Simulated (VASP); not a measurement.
Level of theory: PBEsol GGA, VASP's PBE PAW potentials (set 64) (plane waves; VASP 6.6.1).

VASP input:

KPOINTS:
```
Automatic
0
G
 6 6 6
0 0 0
```

### INCAR
```
# general
SYSTEM =CsSnI3
PREC   =Accurate
ENCUT  =500   # plane-wave cut-off (eV)
LREAL  =.False.
LASPH  =.True.

# electronic loop
EDIFF  =1E-6
NELM   =100   # most electronic steps
ALGO   =Normal
LMAXMIX=4   # l cut-off of mixed one-centre charges

# smearing
ISMEAR =1   # Methfessel-Paxton
SIGMA  =0.1   # width (eV)

# functional
GGA    =PS   # PBEsol

# ions
IBRION =2   # conjugate gradients
NSW    =40   # most ionic steps
ISIF   =3   # ions, shape and volume
EDIFFG =-0.02   # ionic stop
PSTRESS=200   # kbar

# output
LWAVE  =.False.
LCHARG =.False.
```

### POSCAR
```
CsSnI3
1
    5.3415171299     0.0000000000     0.0000000000
   -0.0000000000     5.3415171299    -0.0000000000
   -0.0000000000    -0.0000000000     5.3415171299
Cs Sn I
1 1 3
Direct
  0.0000000000   0.0000000000   0.0000000000
  0.5000000000   0.5000000000   0.5000000000
  0.5000000000   0.0000000000   0.5000000000
  0.0000000000   0.5000000000   0.5000000000
  0.5000000000   0.5000000000   0.0000000000
```

POTCAR, in this order: Cs_sv Sn_d I (PBE.64 set). Program: vasp_std.

Output of the run:

OSZICAR:
```
       N       E                     dE             d eps       ncg     rms          rms(c)
DAV:   1     0.403679384318E+03    0.40368E+03   -0.18997E+04  1040   0.170E+03
DAV:   2     0.469744045361E+02   -0.35670E+03   -0.35006E+03  1144   0.388E+02
DAV:   3    -0.925181016157E+01   -0.56226E+02   -0.54204E+02  1292   0.140E+02
DAV:   4    -0.117689201404E+02   -0.25171E+01   -0.25027E+01  1236   0.319E+01
DAV:   5    -0.118428003196E+02   -0.73880E-01   -0.73718E-01  1646   0.595E+00    0.130E+01
DAV:   6    -0.117746589013E+02    0.68141E-01   -0.78531E-02  1406   0.188E+00    0.807E+00
DAV:   7    -0.117550907627E+02    0.19568E-01   -0.11350E-01  1326   0.178E+00    0.519E-01
DAV:   8    -0.117536303426E+02    0.14604E-02   -0.17946E-02  1294   0.901E-01    0.233E-01
DAV:   9    -0.117537603865E+02   -0.13004E-03   -0.11232E-03  1310   0.196E-01    0.727E-02
DAV:  10    -0.117537556181E+02    0.47684E-05   -0.13869E-04  1452   0.850E-02    0.258E-02
DAV:  11    -0.117537632337E+02   -0.76156E-05   -0.17953E-05  1248   0.280E-02    0.452E-03
DAV:  12    -0.117537638396E+02   -0.60592E-06   -0.31382E-07   878   0.397E-03
   1 F= 0.72707378E+01 E0= 0.72703155E+01  d E =0.727074E+01
```

OUTCAR:
```
------------------------ aborting loop because EDIFF is reached ----------------------------------------
  FORCE on cell =-STRESS in cart. coord.  units (eV):
  Direction    XX          YY          ZZ          XY          YZ          ZX
  --------------------------------------------------------------------------------------
  Total       19.0319051     19.0319051     19.0319051      0.0000000      0.0000000     -0.0000000
  in kB      200.0778305    200.0778305    200.0778305      0.0000000      0.0000000     -0.0000000
  external PRESSURE =       0.0778305 kB  Pullay stress =     200.0000000 kB
  volume of cell :      152.40
      direct lattice vectors                 reciprocal lattice vectors
     5.341517130  0.000000000  0.000000000     0.187212729  0.000000000  0.000000000
     0.000000000  5.341517130  0.000000000     0.000000000  0.187212729  0.000000000
     0.000000000  0.000000000  5.341517130     0.000000000  0.000000000  0.187212729
 POSITION                                       TOTAL-FORCE (eV/Angst)
 -----------------------------------------------------------------------------------
      0.00000      0.00000      0.00000         0.000000      0.000000      0.000000
      2.67076      2.67076      2.67076         0.000000      0.000000      0.000000
      2.67076      0.00000      2.67076         0.000000      0.000000      0.000000
      0.00000      2.67076      2.67076         0.000000      0.000000      0.000000
      2.67076      2.67076      0.00000         0.000000      0.000000      0.000000
 -----------------------------------------------------------------------------------
    total drift:                                0.000000      0.000000     -0.000000
  FREE ENERGIE OF THE ION-ELECTRON SYSTEM (eV)
  ---------------------------------------------------
  free  energy   TOTEN  =       -11.7537638396 eV

  energy  without entropy=      -11.7550306950  energy(sigma->0) =      -11.75418612
  enthalpy is  TOTEN    =         7.2707378346 eV   P V=       19.0245016742

 reached required accuracy - stopping structural energy minimisation
```
(Selected blocks of OUTCAR.)

The compound is CsSnI3 in the cubic perovskite structure, the ideal cubic form; the compound distorts at low or room temperature. It was relaxed first under an external pressure of 20 GPa.
